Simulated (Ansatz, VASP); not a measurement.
# Ti3NbC4 in two plane-wave programs, part 2 of 2

Aim: how closely do two programs agree when they are given the same cell, functional and k mesh? The structure shown is frame 20 of Ansatz's trajectory.

VASP 6.6.1 and Ansatz 0.2.0.

So far: Starting point; Ansatz: dynamics, PBE.

## 3. VASP: single point, PBE

Level of this step: PBE; plane waves and PAW (Ti_sv, C, Nb_sv) (VASP).

The same cell, functional, mesh and smearing now go to VASP, with its own data sets.

Lines of VASP's logs that name or quote its potential files are left out, and so is its time.

File INCAR:

```
SYSTEM = Ti3NbC4
PREC = Accurate
ENCUT = 520
EDIFF = 1E-06
NELM = 120
ISMEAR = -1
SIGMA = 0.025
LREAL = Auto
ALGO = Normal
GGA = PE
NBANDS = 304
LASPH = .TRUE.
LORBIT = 11
LWAVE = .FALSE.
LCHARG = .FALSE.
ISIF = 2
GGA_COMPAT = .FALSE.
NCORE = 2
```

File POSCAR:

```
Ti3NbC4
1.0
    8.7270000000      0.0000000000      0.0000000000
    0.0000000000      8.7270000000      0.0000000000
    0.0000000000      0.0000000000      8.7270000000
Ti C Nb
24 32 8
Direct
    0.9874183568      0.0123180933      0.0064397846
    0.2472671021      0.0122722585      0.2589320500
    0.2494786295      0.2491807036      0.9903976166
    0.0067147932      0.9936404263      0.4993926894
    0.0075169016      0.2559527902      0.7487796494
    0.2481150453      0.9967228143      0.7475764868
    0.2552079752      0.4947633780      0.2446201444
    0.9982926550      0.4999885413      0.5026354990
    0.0030709293      0.7551048470      0.7522974676
    0.2556434055      0.4981666094      0.7523203850
    0.2486994385      0.7465681219      0.5030938467
    0.4965280165      0.0038042856      0.9843130514
    0.4845536840      0.2473014782      0.2494442535
    0.7704938696      0.0046522287      0.2527787327
    0.5046980635      0.0193881059      0.4969863642
    0.7429586341      0.9929529048      0.7396929071
    0.7573507505      0.2338489744      0.4962988427
    0.5092700814      0.5014552538      0.0009739888
    0.5022344448      0.7529849891      0.2525037241
    0.7496963447      0.4989458004      0.2496505099
    0.7521599633      0.7445055575      0.0056376762
    0.5101867767      0.7426148734      0.7514380658
    0.7511859746      0.5068637562      0.7594935258
    0.7502921966      0.7551048470      0.4900653145
    0.2541881517      0.0060158130      0.9919101639
    0.2405523089      0.2651655781      0.2339406440
    0.0157786181      0.0072418930      0.2531339521
    0.0127306062      0.2349031741      0.0031740575
    0.2464535350      0.0049730721      0.4987166266
    0.2338604331      0.2537641801      0.7400710439
    0.9829150911      0.9987968374      0.7451930790
    0.9966655208      0.2523433024      0.5108055460
    0.2462931133      0.4967113556      0.9854932967
    0.2504640770      0.7636530308      0.2420877736
    0.9914288988      0.5014781712      0.2503838662
    0.9993926894      0.7519995417      0.9907872121
    0.2346625415      0.5073679386      0.4900767732
    0.2399793744      0.7639394981      0.7338031397
    0.9868568809      0.5101065658      0.7420992323
    0.9962300905      0.7565257248      0.5097055116
    0.7356136129      0.0095107139      0.0120889194
    0.7456628853      0.2620946488      0.2600206256
    0.5186432909      0.0037699095      0.2409991979
    0.4876360720      0.2484817234      0.0000802108
    0.7471754326      0.0064970780      0.5017073450
    0.7658760170      0.2583820328      0.7513693136
    0.5052480807      0.0027271686      0.7425346625
    0.5065658302      0.2365532256      0.4912226424
    0.7416523433      0.5001031282      0.0029563424
    0.7475650281      0.7564684313      0.2407127306
    0.5058095565      0.5013062908      0.2449639051
    0.5159161224      0.7387303770      0.0051334938
    0.7318551621      0.5168557351      0.5017073450
    0.7425919560      0.7506244987      0.7356479890
    0.4940529392      0.4972269967      0.7495817578
    0.4965738513      0.7437607425      0.5037355334
    0.0012604561      0.2603529277      0.2557006990
    0.2484129712      0.2407241893      0.4988197548
    0.0038272029      0.4978228486      0.0028532142
    0.9983957832      0.7500286467      0.2529276957
    0.2505442878      0.7548756732      0.9964363470
    0.7521141286      0.2381230663      0.0044115962
    0.4920132921      0.2565142661      0.7507963791
    0.4999541652      0.4898705168      0.4967686490
```

File KPOINTS:

```
Automatic mesh
0
Gamma
1 1 1
0 0 0
```

PAW data sets: Ti_sv, C and Nb_sv (PBE family, release 64).

Launch:

```sh
$ mpirun -np 8 vasp_gam
```

Numbers of over 12 decimals in the logs are rounded to 6 here.

The program printed:

```text
[banner, memory and clock lines left out]
running    8 mpi-ranks, on    1 nodes
[...]
LDA part: xc-table for (Slater+PW92), standard interpolation
 POSCAR, INCAR and KPOINTS ok, starting setup
[...]
entering main loop
       N       E                     dE             d eps       ncg     rms          rms(c)
DAV:   1     0.106913077930E+05    0.10691E+05   -0.27077E+05   616   0.219E+03
DAV:   2     0.184183270275E+04   -0.88495E+04   -0.86510E+04   608   0.759E+02
DAV:   3    -0.345850728024E+03   -0.21877E+04   -0.20660E+04   880   0.326E+02
DAV:   4    -0.729742258223E+03   -0.38389E+03   -0.37008E+03   896   0.123E+02
[...]
DAV:  20    -0.604797584200E+03    0.29321E-06   -0.16796E-05   768   0.192E-02    0.101E-02
DAV:  21    -0.604797583192E+03    0.10082E-05   -0.74374E-06   656   0.102E-02    0.410E-03
DAV:  22    -0.604797583307E+03   -0.11587E-06   -0.19105E-06   480   0.598E-03
   1 F= -.60479758E+03 E0= -.60478283E+03  d E =-.295012E-01
```

OUTCAR, selected parts (step 3):

```text
  Total       22.1375852     24.9836730     12.1765708      4.1130801      1.3405277     -4.4481345
  in kB       53.3636957     60.2243251     29.3521996      9.9147741      3.2314054    -10.7224386
  external PRESSURE =      47.6467401 kB  Pullay stress =       0.0000000 kB

 POSITION                                       TOTAL-FORCE (eV/Angst)
 -----------------------------------------------------------------------------------
      8.61720      0.10750      0.05620         1.481614     -2.407603     -1.294473
      2.15790      0.10710      2.25970         1.001337     -1.889402     -1.749913
      2.17720      2.17460      8.64320        -0.328758     -0.602850      0.606985
      0.05860      8.67150      4.35820        -1.130346      1.223716      0.478930
      0.06560      2.23370      6.53460        -2.121979     -0.348394      0.065218
      2.16530      8.69840      6.52410         0.222201      0.329784     -0.127597
      2.22720      4.31780      2.13480        -0.173538      1.221085      0.801913
      8.71210      4.36340      4.38650         0.105094      0.794663      0.088129
      0.02680      6.58980      6.56530        -0.949336     -0.172768     -0.697015
      2.23100      4.34750      6.56550        -0.794589      0.564405     -0.438782
      2.17040      6.51530      4.39050         0.399239      0.352618     -0.591066
      4.33320      0.03320      8.59010        -0.061941      0.234466      1.492261
      4.22870      2.15820      2.17690         1.337974      0.622284     -1.348347
      6.72410      0.04060      2.20600        -2.975552     -0.396770      0.075013
[...]
-----------------------------------------------------------------------------------
    total drift:                                0.028218      0.007875     -0.025729

  FREE ENERGIE OF THE ION-ELECTRON SYSTEM (eV)
  ---------------------------------------------------
  free  energy   TOTEN  =      -604.7975833074 eV

  energy  without entropy=     -604.7680821145  energy(sigma->0) =     -604.78283271

[... 3 further parts left out ...]
[key lines of the parts left out:]
E-fermi :   9.9922
```

The run ends at a pressure of 4.76 GPa, with forces up to 4.3 eV/Å.

## 4. Differences

Known differences besides the potentials themselves: the cutoff is 420 eV in Ansatz and 520 eV in VASP (PREC = Accurate, projectors in real space). Total energies have different zeros and are not compared.

Forces on 9 of the 64 atoms, those with the largest forces and the largest differences (eV/Å; atoms numbered as in POSCAR):

```
atom          Ansatz x, y, z            VASP x, y, z
 Ti1   1.490, -2.389, -1.292   1.482, -2.408, -1.294
 Ti2   0.979, -1.886, -1.752   1.001, -1.889, -1.750
Ti14   -2.982, -0.401, 0.076   -2.976, -0.397, 0.075
Ti15  -0.383, -4.238, -0.560  -0.392, -4.260, -0.566
 C28   -1.459, 2.118, -0.575   -1.469, 2.140, -0.560
 C41   1.562, -1.867, -0.782   1.559, -1.836, -0.779
 C48    -0.372, 2.544, 0.756    -0.385, 2.581, 0.772
 C53   1.509, -0.618, -0.317   1.481, -0.629, -0.316
Nb62   -1.138, 2.408, -0.995   -1.138, 2.393, -0.990
```

The forces differ by 10 meV/Å r.m.s., which is 1.1 % of the r.m.s. force of 0.976 eV/Å (both taken over all components).

## 5. Results

```
r.m.s. force difference (single point, PBE) : 1.1 % of the r.m.s. force
```

**Reading.** The r.m.s. force difference is 1.1 % of the r.m.s. force (single point, PBE), within the 3 % picked in this series as the mark of a large difference. 2 further runs of this series are not shown here. How closely two codes agree says nothing of how well the functional describes the real material.

[Lines on the potential files, build, host, timing and source positions are cut from VASP's logs without a mark.]

[Logs are printed without paths, hosts, clocks, repeated set-up lines and the standing remarks that a program may print on its own settings, such as how far it seeks lower states.]

[Hosts, paths, dates, database ids (printed as entryN), source tags and the programs' standing remarks are cut or masked in the printed files.]
